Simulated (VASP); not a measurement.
Level of theory: r2SCAN+rVV10, VASP's PBE PAW potentials (set 64) (plane waves; VASP 6.6.1).

VASP ran on this input.

### KPOINTS
```
K-points
0
gamma
 9 9 6
```

POSCAR:
```
NiSb
1.0
  1.9800559909  -3.4295577418   0.0000000000
  1.9800559909   3.4295577418   0.0000000000
  0.0000000000   0.0000000000   5.1528913091
Ni Sb
2 2
Cart
  1.9800559909   3.4295577418   2.5764456546
  1.9800559909   3.4295577418   0.0000000000
  1.9800559909   1.1431882003   1.2882228273
  1.9800559909  -1.1431882003   3.8646684818
```

INCAR:
```
# general
SYSTEM    =  NiSb
PREC      =  Accurate
ENCUT     =  520
LREAL     =  .False.
LASPH     =  .True.

# electronic loop
EDIFF     =  1E-7
NELM      =  100
ALGO      =  Normal
LMAXMIX   =  4
LMIXTAU   =  .True.

# smearing
ISMEAR    =  1
SIGMA     =  0.1

# functional
METAGGA   =  R2SCAN
LUSE_VDW  =  .True.
BPARAM    =  11.95
CPARAM    =  0.0093

# ions
IBRION    =  2
NSW       =  30
ISIF      =  4
EDIFFG    =  -0.01

# output
LWAVE     =  .False.
LCHARG    =  .False.
```

POTCAR, in this order: Ni Sb (PBE.64 set). Program: vasp_std.

Output of the run:

### OSZICAR
```
       N       E                     dE             d eps       ncg     rms          rms(c)
DAV:   1     0.115587596141E+03    0.11559E+03   -0.13005E+04  1824   0.168E+03
DAV:   2    -0.711007594505E+02   -0.18669E+03   -0.18152E+03  1847   0.329E+02
DAV:   3    -0.802815328853E+02   -0.91808E+01   -0.88929E+01  2046   0.917E+01
DAV:   4    -0.805403549834E+02   -0.25882E+00   -0.25655E+00  2059   0.142E+01
DAV:   5    -0.805490976143E+02   -0.87426E-02   -0.87357E-02  2235   0.272E+00    0.130E+01
DAV:   6    -0.800293629644E+02    0.51973E+00   -0.41444E+01  1935   0.121E+02    0.186E+01
DAV:   7    -0.753915994253E+02    0.46378E+01   -0.12287E+01  1977   0.755E+01    0.426E+00
DAV:   8    -0.756051080037E+02   -0.21351E+00   -0.24433E+00  2535   0.191E+01    0.318E+00
DAV:   9    -0.755596031446E+02    0.45505E-01   -0.27138E-01  2234   0.889E+00    0.904E-01
DAV:  10    -0.755939879049E+02   -0.34385E-01   -0.40093E-02  2050   0.203E+00    0.456E-01
DAV:  11    -0.755919261550E+02    0.20617E-02   -0.28802E-03  2457   0.605E-01    0.201E-01
DAV:  12    -0.755940838960E+02   -0.21577E-02   -0.96913E-03  2037   0.131E+00    0.843E-02
DAV:  13    -0.755947599887E+02   -0.67609E-03   -0.80467E-04  1922   0.373E-01    0.487E-02
DAV:  14    -0.755947179508E+02    0.42038E-04   -0.40542E-05  2047   0.603E-02    0.186E-02
DAV:  15    -0.755947777783E+02   -0.59827E-04   -0.39210E-05  1953   0.103E-01    0.377E-03
DAV:  16    -0.755947572139E+02    0.20564E-04   -0.41239E-06  1924   0.302E-02    0.238E-03
DAV:  17    -0.755947714543E+02   -0.14240E-04   -0.91202E-07  2034   0.161E-02    0.189E-03
DAV:  18    -0.755947611334E+02    0.10321E-04   -0.34197E-07  1753   0.825E-03    0.254E-04
DAV:  19    -0.755947643462E+02   -0.32128E-05   -0.31847E-08   981   0.236E-03    0.490E-04
DAV:  20    -0.755947627635E+02    0.15827E-05   -0.86040E-09   963   0.179E-03    0.182E-04
DAV:  21    -0.755947631619E+02   -0.39834E-06   -0.24517E-09   963   0.500E-04    0.457E-05
DAV:  22    -0.755947631561E+02    0.57053E-08   -0.65591E-10   945   0.351E-04
   1 F= -.75594763E+02 E0= -.75594719E+02  d E =-.755948E+02
       N       E                     dE             d eps       ncg     rms          rms(c)
DAV:   1    -0.755949871194E+02   -0.22396E-03   -0.56697E-03  1887   0.621E-01    0.898E-02
DAV:   2    -0.755948810765E+02    0.10604E-03   -0.26763E-04  2246   0.283E-01    0.620E-02
DAV:   3    -0.755948769823E+02    0.40942E-05   -0.27213E-04  2018   0.324E-01    0.522E-02
DAV:   4    -0.755948353208E+02    0.41661E-04   -0.80676E-05  2243   0.179E-01    0.504E-03
DAV:   5    -0.755948347572E+02    0.56368E-06   -0.13364E-05  1899   0.388E-02    0.316E-03
DAV:   6    -0.755948353369E+02   -0.57977E-06   -0.12146E-06  1934   0.984E-03    0.240E-03
DAV:   7    -0.755948350009E+02    0.33606E-06   -0.79725E-08   996   0.369E-03    0.123E-03
DAV:   8    -0.755948350291E+02   -0.28254E-07   -0.16570E-07  1375   0.387E-03
   2 F= -.75594835E+02 E0= -.75594798E+02  d E =-.718730E-04
```

**OUTCAR**
```
------------------------ aborting loop because EDIFF is reached ----------------------------------------
  FORCE on cell =-STRESS in cart. coord.  units (eV):
  Direction    XX          YY          ZZ          XY          YZ          ZX
  --------------------------------------------------------------------------------------
  Total       -1.6298810     -1.6298811     -1.5859902      0.0000000      0.0000000      0.0000000
  in kB      -37.3138370    -37.3138404    -36.3090200      0.0000000      0.0000000      0.0000000
  external PRESSURE =     -36.9788991 kB  Pullay stress =       0.0000000 kB
  volume of cell :       69.98
      direct lattice vectors                 reciprocal lattice vectors
     1.979152770 -3.427993311 -0.000000000     0.252633353 -0.145857928  0.000000000
     1.979152770  3.427993311  0.000000000     0.252633353  0.145857928 -0.000000000
     0.000000000  0.000000000  5.157595614    -0.000000000 -0.000000000  0.193888795
 POSITION                                       TOTAL-FORCE (eV/Angst)
 -----------------------------------------------------------------------------------
      3.95831      0.00000      2.57880        -0.000000     -0.000000     -0.000000
      3.95831      0.00000      5.15760        -0.000000     -0.000000     -0.000000
      1.97915      1.14267      1.28940         0.000000     -0.000000     -0.000000
      1.97915     -1.14267      3.86820         0.000000      0.000000      0.000000
 -----------------------------------------------------------------------------------
    total drift:                                0.000000      0.000000      0.000000
  FREE ENERGIE OF THE ION-ELECTRON SYSTEM (eV)
  ---------------------------------------------------
  free  energy   TOTEN  =       -75.5948350291 eV

  energy  without entropy=      -75.5947229104  energy(sigma->0) =      -75.59479766

 reached required accuracy - stopping structural energy minimisation
```
(Selected blocks of OUTCAR.)

File CONTCAR:
```
NiSb
   1.00000000000000
     1.9791527703963991   -3.4279933113766030   -0.0000000000000000
     1.9791527703963991    3.4279933113766030    0.0000000000000000
     0.0000000000000000    0.0000000000000000    5.1575956138010701
  Ni              Sb
     2     2
Direct
     1.0000000000000000    1.0000000000000000    0.5000000000000000
     1.0000000000000000    1.0000000000000000    1.0000000000000000
     0.3333330000000032    0.6666669999999968    0.2500000000000000
     0.6666669999999968    0.3333330000000032    0.7500000000000000
```

The compound is NiSb in the NiAs type structure. This cell is one point of a volume scan, at 1.03 of the reference volume. Symmetry was kept, so distortions that lower it aren't found. The run is not spin-polarised, so no magnetic state was tried.
